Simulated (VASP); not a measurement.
Output of a VASP run:

### OUTCAR
```
 ion  position               nearest neighbor table
   1  0.000  0.000  0.000-   2 1.85   2 1.85   2 1.85   2 1.85
   2  0.250  0.250  0.250-   1 1.85   1 1.85   1 1.85   1 1.85
  LATTYP: Found a face centered cubic cell.
 ALAT       =     4.2803612586
 Subroutine PRICEL returns:
 Original cell was already a primitive cell.
 Subroutine GETGRP returns: Found 24 space group operations
The static configuration has the point symmetry T_d .
The dynamic configuration has the point symmetry T_d .
 Subroutine INISYM returns: Found 24 space group operations
 Subroutine IBZKPT returns following result:
 Found     47 irreducible k-points:

 Following reciprocal coordinates:
            Coordinates               Weight
  0.000000  0.000000  0.000000      1.000000
  0.100000  0.000000  0.000000      8.000000
  0.200000  0.000000  0.000000      8.000000
  0.300000  0.000000  0.000000      8.000000
  0.400000  0.000000  0.000000      8.000000
  0.500000  0.000000  0.000000      4.000000
  0.100000  0.100000  0.000000      6.000000
  0.200000  0.100000  0.000000     24.000000
  0.300000  0.100000  0.000000     24.000000
  0.400000  0.100000  0.000000     24.000000
  0.500000  0.100000  0.000000     24.000000
 -0.400000  0.100000  0.000000     24.000000
 -0.300000  0.100000  0.000000     24.000000
 -0.200000  0.100000  0.000000     24.000000
 -0.100000  0.100000  0.000000     12.000000
  0.200000  0.200000  0.000000      6.000000
  0.300000  0.200000  0.000000     24.000000
  0.400000  0.200000  0.000000     24.000000
  0.500000  0.200000  0.000000     24.000000
 -0.400000  0.200000  0.000000     24.000000
 -0.300000  0.200000  0.000000     24.000000
 -0.200000  0.200000  0.000000     12.000000
  0.300000  0.300000  0.000000      6.000000
  0.400000  0.300000  0.000000     24.000000
  0.500000  0.300000  0.000000     24.000000
 -0.400000  0.300000  0.000000     24.000000
 -0.300000  0.300000  0.000000     12.000000
  0.400000  0.400000  0.000000      6.000000
  0.500000  0.400000  0.000000     24.000000
 -0.400000  0.400000  0.000000     12.000000
  0.500000  0.500000  0.000000      3.000000
  0.300000  0.200000  0.100000     24.000000
  0.400000  0.200000  0.100000     48.000000
  0.500000  0.200000  0.100000     48.000000
 -0.400000  0.200000  0.100000     24.000000
  0.400000  0.300000  0.100000     24.000000
  0.500000  0.300000  0.100000     48.000000
 -0.400000  0.300000  0.100000     48.000000
 -0.300000  0.300000  0.100000     48.000000
 -0.200000  0.300000  0.100000     24.000000
   k-points           NKPTS =     47   k-points in BZ     NKDIM =     47   number of bands    NBANDS=      8
   number of dos      NEDOS =    301   number of ions     NIONS =      2
   total plane-waves  NPLWV =  13824
   dimension x,y,z NGX =    24 NGY =   24 NGZ =   24
   dimension x,y,z NGXF=    48 NGYF=   48 NGZF=   48
   ions per type =               1   1
   PREC   = accura    normal or accurate (medium, high low for compatibility)
   ISTART =      0    job   : 0-new  1-cont  2-samecut
   ICHARG =      2    charge: 1-file 2-atom 10-const
   ISPIN  =      1    spin polarized calculation?
   LNONCOLLINEAR =      F non collinear calculations
   LSORBIT =      F    spin-orbit coupling
   INIWAV =      1    electr: 0-lowe 1-rand  2-diag
   ENCUT  =  520.0 eV  38.22 Ry    6.18 a.u.   5.63  5.63  5.63*2*pi/ulx,y,z
   NELM   =    100;   NELMIN=  2; NELMDL= -5     # of ELM steps
   EDIFF  = 0.1E-06   stopping-criterion for ELM
   LREAL  =      F    real-space projection
   NLSPLINE    = F    spline interpolate recip. space projectors
   LMAXMIX     =    2 max onsite mixed and CHGCAR
   VOSKOWN=      0    Vosko Wilk Nusair interpolation
   EDIFFG = 0.1E-05   stopping-criterion for IOM
   NSW    =      0    number of steps for IOM
   NBLOCK =      1;   KBLOCK =      1    inner block; outer block
   IBRION =     -1    ionic relax: 0-MD 1-quasi-New 2-CG
...
```

OSZICAR:
```
       N       E                     dE             d eps       ncg     rms          rms(c)
DAV:   1     0.601988646578E+01    0.60199E+01   -0.42617E+03   800   0.843E+02
DAV:   2    -0.146996968170E+02   -0.20720E+02   -0.19636E+02  1120   0.106E+02
DAV:   3    -0.150033442436E+02   -0.30365E+00   -0.30365E+00   856   0.159E+01
DAV:   4    -0.150042257870E+02   -0.88154E-03   -0.88154E-03  1248   0.928E-01
DAV:   5    -0.150042259292E+02   -0.14226E-06   -0.14226E-06   840   0.109E-02    0.951E+00
DAV:   6    -0.131386678329E+02    0.18656E+01   -0.73140E+00   832   0.156E+01    0.435E+00
DAV:   7    -0.130637098823E+02    0.74958E-01   -0.44497E-01  1152   0.456E+00    0.197E+00
DAV:   8    -0.130555638445E+02    0.81460E-02   -0.19728E-02   776   0.130E+00    0.139E-01
DAV:   9    -0.130557293733E+02   -0.16553E-03   -0.66409E-04  1184   0.217E-01    0.103E-01
DAV:  10    -0.130558082693E+02   -0.78896E-04   -0.13015E-04   912   0.992E-02    0.203E-02
DAV:  11    -0.130558084303E+02   -0.16093E-06   -0.16340E-05   976   0.269E-02    0.567E-03
DAV:  12    -0.130558088311E+02   -0.40083E-06   -0.55183E-07   848   0.623E-03    0.887E-04
DAV:  13    -0.130558088504E+02   -0.19340E-07   -0.25093E-08   552   0.143E-03
   1 F= -.13055809E+02 E0= -.13055809E+02  d E =-.592505E-11
```

**OUTCAR**
```
------------------------ aborting loop because EDIFF is reached ----------------------------------------
  FORCE on cell =-STRESS in cart. coord.  units (eV):
  Direction    XX          YY          ZZ          XY          YZ          ZX
  --------------------------------------------------------------------------------------
  Total        1.8540364      1.8540364      1.8540364      0.0000000      0.0000000     -0.0000000
  in kB      151.5121840    151.5121840    151.5121840      0.0000000      0.0000000     -0.0000000
  external PRESSURE =     151.5121840 kB  Pullay stress =       0.0000000 kB
  volume of cell :       19.61
      direct lattice vectors                 reciprocal lattice vectors
     0.000000000  2.140180629  2.140180629    -0.233625140  0.233625140  0.233625140
     2.140180629  0.000000000  2.140180629     0.233625140 -0.233625140  0.233625140
     2.140180629  2.140180629  0.000000000     0.233625140  0.233625140 -0.233625140
  FREE ENERGIE OF THE ION-ELECTRON SYSTEM (eV)
  ---------------------------------------------------
  free  energy   TOTEN  =       -13.0558088504 eV

  energy  without entropy=      -13.0558088504  energy(sigma->0) =      -13.05580885
```
(Selected blocks of OUTCAR.)

POSCAR:
```
SiC
1
    0.0000000000     2.1401806293     2.1401806293
    2.1401806293     0.0000000000     2.1401806293
    2.1401806293     2.1401806293     0.0000000000
Si C
1 1
Direct
  0.0000000000   0.0000000000   0.0000000000
  0.2500000000   0.2500000000   0.2500000000
```

Task: Write an INCAR and KPOINTS that could have produced this output.

Result: One answer among several that fit: the input of the run itself, vdW-DF-cx, plane waves, VASP's PBE PAW potentials (set 64).

**KPOINTS**
```
K-points
0
G
  10 10 10
```

INCAR:
```
LASPH = .True.   ! aspherical one-centre terms
ISMEAR = 0   ! Gaussian
LCHARG = .False.
LUSE_VDW = .True.
LWAVE = .False.
LREAL = .False.
SIGMA = 0.05   ! width (eV)
GGA = CX
SYSTEM = SiC
PREC = Accurate
ISIF = 2   ! forces and stress, cell fixed
AGGAC = 0.0
EDIFF = 1E-7
NELM = 100   ! most electronic steps
ENCUT = 520   ! plane-wave cut-off (eV)
ALGO = Normal   ! blocked Davidson
```

POTCAR, in this order: Si C (PBE.64 set). Program: vasp_std.

The compound is SiC in the zinc blende structure. This cell is one point of a volume scan, at 0.94 of the reference volume.
